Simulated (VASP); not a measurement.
All values below come from PBE GGA, VASP's PBE PAW potentials (set 64) (plane waves; VASP).

A VASP calculation is set up with these files.

INCAR:
```
ALGO = Normal
EDIFF = 1E-6
ENCUT = 300
GGA = PE
ISIF = 2
ISMEAR = 0
LASPH = .TRUE.
LCHARG = .FALSE.
LMAXMIX = 6
LREAL = .FALSE.
LWAVE = .FALSE.
NELM = 100
PREC = Accurate
SIGMA = 0.1
SYSTEM = TcOs2
```

### POSCAR
```
TcOs2
1
   -1.6475340000     1.6475340000     4.0324100000
    1.6475340000    -1.6475340000     4.0324100000
    1.6475340000     1.6475340000    -4.0324100000
Tc Os
1 2
Direct
  0.0028720000   0.0189810000   0.0159050000
  0.3286020000   0.3240070000  -0.0090770000
  0.6685260000   0.6570120000  -0.0068290000
```

File KPOINTS:
```
Automatic mesh
0
G
 7 7 7
0 0 0
```

POTCAR, in this order: Tc_pv Os (PBE.64 set). Program: vasp_std.

The run wrote:

**OUTCAR**
```
 ion  position               nearest neighbor table
   1  0.003  0.019  0.016-   3 2.62   3 2.63   2 2.65   2 2.66   2 2.67   3 2.72   3 2.72   3 2.73
                             2 2.75   2 2.76
   2  0.329  0.324  0.991-   1 2.65   1 2.66   3 2.67   1 2.67   3 2.68   3 2.69   3 2.70   3 2.70
                             1 2.75   1 2.76
   3  0.669  0.657  0.993-   1 2.62   1 2.63   2 2.67   2 2.68   2 2.69   2 2.70   2 2.70   1 2.72
                             1 2.72   1 2.73
  LATTYP: Found a body centered tetragonal cell.
 ALAT       =     3.2950680000
 C/A-ratio  =     2.4475428125
 Subroutine PRICEL returns:
 Original cell was already a primitive cell.
 Subroutine GETGRP returns: Found  1 space group operations
The static configuration has the point symmetry C_1 .
The dynamic configuration has the point symmetry C_1 .
 Subroutine INISYM returns: Found  1 space group operations
 Subroutine IBZKPT returns following result:
 Found    172 irreducible k-points:

 Following reciprocal coordinates:
            Coordinates               Weight
  0.000000  0.000000  0.000000      1.000000
  0.142857  0.000000 -0.000000      2.000000
  0.000000  0.142857 -0.000000      2.000000
  0.000000  0.142857 -0.142857      2.000000
...
```

**OSZICAR**
```
       N       E                     dE             d eps       ncg     rms          rms(c)
DAV:   1     0.143248650226E+03    0.14325E+03   -0.11811E+04  7504   0.975E+02
DAV:   2    -0.235442661718E+02   -0.16679E+03   -0.16213E+03  6558   0.361E+02
DAV:   3    -0.328475222604E+02   -0.93033E+01   -0.87203E+01  8826   0.712E+01
DAV:   4    -0.330868570070E+02   -0.23933E+00   -0.23265E+00  7646   0.103E+01
DAV:   5    -0.330927763757E+02   -0.59194E-02   -0.58607E-02  8042   0.139E+00    0.285E+01
DAV:   6    -0.314298829299E+02    0.16629E+01   -0.28243E+00  7412   0.137E+01    0.122E+01
DAV:   7    -0.311498569837E+02    0.28003E+00   -0.20391E+00  7698   0.104E+01    0.325E+00
DAV:   8    -0.310607081899E+02    0.89149E-01   -0.50293E-01  9592   0.507E+00    0.117E+00
DAV:   9    -0.310536489816E+02    0.70592E-02   -0.43509E-02  8668   0.169E+00    0.584E-01
DAV:  10    -0.310510923181E+02    0.25567E-02   -0.25528E-02  9680   0.970E-01    0.349E-01
DAV:  11    -0.310505602136E+02    0.53210E-03   -0.28744E-03  9378   0.415E-01    0.497E-02
DAV:  12    -0.310505525192E+02    0.76944E-05   -0.69573E-05  6844   0.739E-02    0.233E-02
DAV:  13    -0.310505498029E+02    0.27163E-05   -0.88371E-06  7836   0.204E-02    0.500E-03
DAV:  14    -0.310505473419E+02    0.24610E-05   -0.54279E-07  3724   0.616E-03    0.150E-03
DAV:  15    -0.310505469172E+02    0.42469E-06   -0.10502E-07  3564   0.306E-03
   1 F= -.31050547E+02 E0= -.31034813E+02  d E =-.314675E-01
```

### OUTCAR
```
------------------------ aborting loop because EDIFF is reached ----------------------------------------
  FORCE on cell =-STRESS in cart. coord.  units (eV):
  Direction    XX          YY          ZZ          XY          YZ          ZX
  --------------------------------------------------------------------------------------
  Total        0.0595686     -0.2822538      4.0919513      0.0018331     -0.0383106     -0.0306397
  in kB        2.1798907    -10.3289674    149.7433657      0.0670822     -1.4019625     -1.1212465
  external PRESSURE =      47.1980963 kB  Pullay stress =       0.0000000 kB
  volume of cell :       43.78
      direct lattice vectors                 reciprocal lattice vectors
    -1.647534000  1.647534000  4.032410000     0.000000000  0.303483873  0.123995328
     1.647534000 -1.647534000  4.032410000     0.303483873  0.000000000  0.123995328
     1.647534000  1.647534000 -4.032410000     0.303483873  0.303483873  0.000000000
 POSITION                                       TOTAL-FORCE (eV/Angst)
 -----------------------------------------------------------------------------------
      0.05274     -0.00034      0.02398        -0.140668      0.000271     -0.440558
      1.62501      1.64015     -1.36422         0.070260      0.003880      0.448766
      1.61731      1.65525      1.34024         0.070408     -0.004151     -0.008208
 -----------------------------------------------------------------------------------
    total drift:                               -0.000016     -0.000017     -0.000240
  FREE ENERGIE OF THE ION-ELECTRON SYSTEM (eV)
  ---------------------------------------------------
  free  energy   TOTEN  =       -31.0505469172 eV

  energy  without entropy=      -31.0190794019  energy(sigma->0) =      -31.03481316
```
(Selected blocks of OUTCAR.)

At this cut-off the stress carries a Pulay error, which pulls relaxed volumes low.

The structure was generated: TcOs2 was put into an ordered model structure, which need not be its known phase. The cell was not relaxed at this level, atoms are displaced from their ideal sites. The k-mesh is coarse (spacing up to 0.39 per Å, 2π included), so the numbers may not be converged in it. The electron count is odd and the run is not spin-polarised, which forces a metal.
